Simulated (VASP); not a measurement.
# LiAl32 (a cell with a defect): single point with PBE

The system is LiAl32 (a cell with a defect).

```
Al Li
1.0
     8.10000    0.00000    0.00000
     0.00000    8.10000    0.00000
     0.00000    0.00000    8.10000
Al Li
32 1
Direct
  0.50000 0.00351 0.00001
  0.74653 0.24999 0.00000
  0.75139 0.99882 0.25130
  0.00002 0.01288 0.99973
  0.25348 0.24999 0.00000
  0.50000 0.49662 0.00000
  0.73729 0.75024 0.99971
  0.24859 0.99875 0.25136
  0.50000 0.24999 0.24650
  0.75086 0.50106 0.25073
  0.50008 0.01287 0.49992
  0.73728 0.25068 0.49990
  0.75117 0.99907 0.74877
  0.00003 0.48741 0.99971
  0.26275 0.75022 0.99972
  0.00003 0.25067 0.23720
  0.24913 0.50111 0.25080
  0.50008 0.75021 0.23721
  0.99996 0.04543 0.50015
  0.26276 0.25067 0.49990
  0.50008 0.48741 0.49988
  0.70645 0.74968 0.50013
  0.24881 0.99900 0.74871
  0.50000 0.25000 0.75344
  0.75063 0.50086 0.74929
  0.99996 0.74966 0.20555
  0.99997 0.45787 0.50012
  0.29394 0.74967 0.50014
  0.00003 0.25069 0.76268
  0.24937 0.50091 0.74922
  0.50008 0.75025 0.76267
  0.99997 0.74970 0.79306
  0.00024 0.75201 0.49916
```

The cell was built by a generator and needn't be a form met in nature.

```json
{
  "Program": "VASP 6.6.1",
  "Task": "single point",
  "Functional": "PBE",
  "Potentials or basis": "VASP PAW PBE potentials, release 64 (Al, Li_sv)",
  "Cutoff": "520 eV",
  "k mesh": "2 × 2 × 2",
  "Occupations": "gaussian, width 0.05 eV",
  "Spin": "no spin polarisation"
}
```

- Largest force: 0.018 eV/Å
- Band gap on the k mesh: none (metal or under the smearing width)

Forces in eV/Å, atoms in the order of the input:
```
Al   0.000 -0.002  0.000
Al   0.005  0.000  0.000
Al   0.001  0.003 -0.001
Al   0.000 -0.002  0.001
Al  -0.005  0.000  0.000
Al   0.000  0.005  0.000
Al   0.001  0.000  0.000
Al   0.000  0.003 -0.001
Al   0.000  0.000  0.004
Al   0.001  0.003  0.000
Al   0.000 -0.003  0.000
Al   0.001 -0.001  0.001
Al   0.001  0.001 -0.002
Al   0.000  0.000  0.001
Al  -0.002  0.000  0.000
Al   0.000 -0.002  0.002
Al  -0.001  0.004  0.000
Al  -0.001 -0.001  0.002
Al   0.001  0.003 -0.001
Al  -0.001 -0.002  0.001
Al  -0.001  0.001  0.002
Al  -0.011  0.001  0.000
Al  -0.001  0.001 -0.002
Al   0.000  0.000 -0.006
Al   0.002  0.003 -0.002
Al   0.000  0.001 -0.009
Al   0.000 -0.018  0.002
Al   0.011  0.000  0.000
Al   0.000 -0.001 -0.001
Al  -0.001  0.003 -0.002
Al   0.000 -0.002 -0.001
Al   0.000  0.000  0.014
Li  -0.001  0.003  0.001
```

Levels at points of the mesh, in eV from the Fermi level:
```tsv
k point	band 45	band 46	band 47	band 48	band 49	band 50	band 51	band 52	band 53	band 54
(0.00, 0.00, 0.00)	-0.35	-0.35	0.08	0.08	0.56	0.56	0.56	1.09	1.18	1.23
(0.50, 0.00, 0.00)	-0.57	-0.24	-0.23	-0.23	-0.13	-0.03	-0.03	0.04	0.33	1.05
(0.00, 0.50, 0.00)	-0.57	-0.23	-0.23	-0.23	-0.13	-0.03	-0.03	0.04	0.33	1.05
(0.00, 0.00, 0.50)	-0.57	-0.24	-0.23	-0.23	-0.13	-0.03	-0.03	0.04	0.33	1.05
(0.50, 0.50, 0.00)	-0.87	-0.25	-0.25	-0.23	0.09	0.80	0.80	0.93	1.11	1.11
(0.00, 0.50, 0.50)	-0.87	-0.25	-0.25	-0.23	0.09	0.80	0.80	0.93	1.11	1.11
(0.50, 0.00, 0.50)	-0.87	-0.25	-0.25	-0.23	0.09	0.80	0.80	0.93	1.11	1.11
(0.50, 0.50, 0.50)	-0.59	-0.59	-0.59	-0.56	-0.56	-0.56	-0.46	-0.43	-0.43	0.02
```

Run time: 5.5 min on 1 thread of Intel(R) Xeon(R) 6975P-C (Granite Rapids) (shared host), peak memory 0.57 GiB.

Caveat: the k mesh is coarse (spacing up to 0.39 Å⁻¹), so the values aren't converged.
